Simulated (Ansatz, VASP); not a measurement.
**One calculation of Mg3Re2, two programs**

```
Mg Re
1.0
     4.84845    0.00000    0.00000
     0.00000    4.84845    0.00000
     0.00000    0.00000    4.84845
Mg Re
3 2
Direct
  0.50000 0.00000 0.00000
  0.00000 0.50000 0.00000
  0.00000 0.00000 0.50000
  0.50000 0.50000 0.50000
  0.00000 0.00000 0.00000
```

Alike in both runs: functional PBE; k mesh 8 × 8 × 8; occupations gaussian, width 0.1 eV; no spin polarisation.

Ansatz relaxed the structure, and its values are those at the end. VASP's run is a single point on that final structure, the one shown.

|  | VASP | Ansatz |
| --- | --- | --- |
| version | VASP 6.6.1 | Ansatz 0.2.0 |
| potentials or method | VASP PAW PBE potentials, release 64 (Mg, Re) | scalar-relativistic, plane waves, PAW |
| plane-wave cutoff (eV) | 520 | 420 |
| valence electrons in the cell | 20 | 60 |

```csv
,VASP,Ansatz,Ansatz less VASP
gap on the k mesh at the Fermi level (eV),none,none,-
pressure (GPa),0.0,0.0,+0.07
```

A gap of «none» marks a metal or a gap that the smearing closes. The two sets of potentials don't hold the same shells in valence.

Spin-orbit coupling is left out, which matters for the levels of Re.
